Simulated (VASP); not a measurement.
# RuCl2 (P-3m1) in VASP: notebook, part 2 of 2

VASP 6.6.1. Earlier steps stand in the parts before.

## Step 3: Single point, PBE+U, collinear spin, antiferromagnetic start

This run uses another cell than the first one: it holds 6 atoms, not 3.

Contents of INCAR:

```
PREC     = Accurate       # precision mode
ENCUT    = 520            # plane-wave cutoff, eV
EDIFF    = 1E-7           # SCF threshold, eV
ISMEAR   = 0              # smearing method
SIGMA    = 0.05           # smearing width, eV
LREAL    = F              # projectors in reciprocal space
LASPH    = T              # aspherical terms in the spheres
NELM     = 80             # most SCF steps
ALGO     = Normal         # electronic algorithm
ISIF     = 2              # what is computed and relaxed
LWAVE    = F              # write WAVECAR
LCHARG   = T              # write CHGCAR
ISPIN    = 2              # spin polarisation
MAGMOM   = 1 -1 0 0 0 0   # initial moments
LORBIT   = 11             # projections on sites
LMAXMIX  = 4              # l up to which the mixer works
LDAU     = T              # DFT+U
LDAUTYPE = 2            
LDAUL    = 2 -1           # shell
LDAUU    = 4 0            # U, eV
LDAUJ    = 0 0          
LDAUPRINT= 1            
GGA      = PE             # functional
LELF     = T              # ELF
LVHAR    = T
```

Contents of KPOINTS:

```
regular mesh
0
Gamma
  6 6 2
```

Contents of POSCAR:

```
RuCl2
1.0
    3.5496909800      0.0000000000      0.0000000000
   -1.7748454900      3.0741225600      0.0000000000
    0.0000000000      0.0000000000     11.4527765400
Ru Cl
2 4
Direct
    0.0000000000      0.0000000000      0.0000000000
    0.0000000000      0.0000000000      0.5000000000
    0.3333333333      0.6666666667      0.1260000000
    0.3333333333      0.6666666667      0.6260000000
    0.6666666667      0.3333333333      0.3740000000
    0.6666666667      0.3333333333      0.8740000000
```

Potentials or basis: VASP PAW PBE potentials, release 64 (Ru_pv, Cl).

Command:

```bash
$ cat potpaw_PBE.64/Ru_pv/POTCAR potpaw_PBE.64/Cl/POTCAR > POTCAR
$ mpirun -np 1 vasp_std > vasp.out
```

OUTCAR:

```text
PREC = Accurate
   ENCUT = 520
   EDIFF = 1E-7
   ISMEAR = 0
   LREAL = F
   LASPH = T
   NELM = 80
   ISIF = 2
   ISPIN = 2
   LORBIT = 11
   GGA = PE

 ion  position               nearest neighbor table
   1  0.000  0.000  0.000-   3 2.51   6 2.51   6 2.51   3 2.51   6 2.51   3 2.51
   2  0.000  0.000  0.500-   4 2.51   5 2.51   5 2.51   4 2.51   5 2.51   4 2.51
   3  0.333  0.667  0.126-   1 2.51   1 2.51   1 2.51
   4  0.333  0.667  0.626-   2 2.51   2 2.51   2 2.51
   5  0.667  0.333  0.374-   2 2.51   2 2.51   2 2.51
   6  0.667  0.333  0.874-   1 2.51   1 2.51   1 2.51

[... 1336 lines left out ...]
 -----------------------------------------------------------------------------------
      0.00000      0.00000      0.00000         0.000000      0.000000      0.000000
      0.00000      0.00000      5.72639         0.000000      0.000000      0.000000
     -0.00000      2.04942      1.44305         0.000000     -0.000000     -1.003263
     -0.00000      2.04942      7.16944         0.000000     -0.000000     -1.003263
      1.77485      1.02471      4.28334        -0.000000      0.000000      1.003263
      1.77485      1.02471     10.00973        -0.000000      0.000000      1.003263
 -----------------------------------------------------------------------------------
    total drift:                               -0.000000     -0.000000      0.000000

  FREE ENERGIE OF THE ION-ELECTRON SYSTEM (eV)
  ---------------------------------------------------
  free  energy   TOTEN  =       -21.0064081417 eV

  energy  without entropy=      -21.0064081417  energy(sigma->0) =      -21.00640814

 total charge

# of ion       s       p       d       tot
------------------------------------------
    1        0.213   6.139   6.018  12.370
    2        0.213   6.139   6.018  12.370
    3        1.598   3.495   0.000   5.093
    4        1.598   3.495   0.000   5.093
    5        1.598   3.495   0.000   5.093
    6        1.598   3.495   0.000   5.093
--------------------------------------------------
tot          6.819  26.257  12.037  45.113

 magnetization (x)

# of ion       s       p       d       tot
------------------------------------------
    1        0.000  -0.000   0.000   0.000
    2       -0.000   0.000  -0.000  -0.000
    3        0.000   0.000   0.000   0.000
    4       -0.000  -0.000   0.000  -0.000
    5       -0.000  -0.000   0.000  -0.000
    6        0.000   0.000   0.000   0.000
--------------------------------------------------
tot          0.000   0.000   0.000   0.000
```

OSZICAR:

```text
N       E                     dE             d eps       ncg     rms          rms(c)
DAV:   1     0.520563386324E+03    0.52056E+03   -0.30679E+04  2064   0.160E+03
DAV:   2     0.144340078225E+02   -0.50613E+03   -0.49703E+03  2239   0.396E+02
DAV:   3    -0.165772423817E+02   -0.31011E+02   -0.30572E+02  2172   0.938E+01
DAV:   4    -0.173091734466E+02   -0.73193E+00   -0.73001E+00  2112   0.143E+01
[... 12 lines left out ...]
DAV:  17    -0.210064076902E+02   -0.75237E-06   -0.81038E-06  2006   0.886E-03    0.163E-03
DAV:  18    -0.210064078931E+02   -0.20295E-06   -0.13550E-06  1399   0.362E-03    0.996E-04
DAV:  19    -0.210064080180E+02   -0.12486E-06   -0.98622E-07  1118   0.312E-03    0.662E-04
DAV:  20    -0.210064081238E+02   -0.10586E-06   -0.17248E-06  1382   0.396E-03    0.388E-04
DAV:  21    -0.210064081417E+02   -0.17824E-07   -0.24793E-07   966   0.171E-03
   1 F= -.21006408E+02 E0= -.21006408E+02  d E =-.461988E-20  mag=    -0.0000
```

It took 89 s on 1 thread of Intel Xeon 6975P-C (Granite Rapids), shared host; peak memory 0.34 GiB.

Results:

```
Free energy                                           : -21.0064 eV
Pressure                                              : -2.0 GPa
Largest force                                         : 1.003 eV/Å
Band gap on the k mesh                                : 2.68 eV
Net moment                                            : 0.00 μB per cell
Valence electrons inside the program's atomic spheres : Ru 12.37; Cl 5.09
```

Forces on the atoms (eV/Å):
```
Ru   0.000  0.000  0.000
Ru   0.000  0.000  0.000
Cl   0.000  0.000 -1.003
Cl   0.000  0.000 -1.003
Cl   0.000  0.000  1.003
Cl   0.000  0.000  1.003
```

Stress tensor (GPa, compression positive):
```
-0.78  0.00  0.00
 0.00 -0.78  0.00
 0.00  0.00 -4.31
```

Eigenvalues of the final occupation matrices:
| site | spin | trace | eigenvalues |
| --- | --- | --- | --- |
| site 1 d | 1 | 3.03 | 0.20 0.20 0.88 0.88 0.88 |
| site 1 d | 2 | 3.03 | 0.20 0.20 0.88 0.88 0.88 |
| site 2 d | 1 | 3.03 | 0.20 0.20 0.88 0.88 0.88 |
| site 2 d | 2 | 3.03 | 0.20 0.20 0.88 0.88 0.88 |

Caveat: forces of over 1 eV/Å show positions far from the minimum, so gaps and moduli don't describe the material at rest.
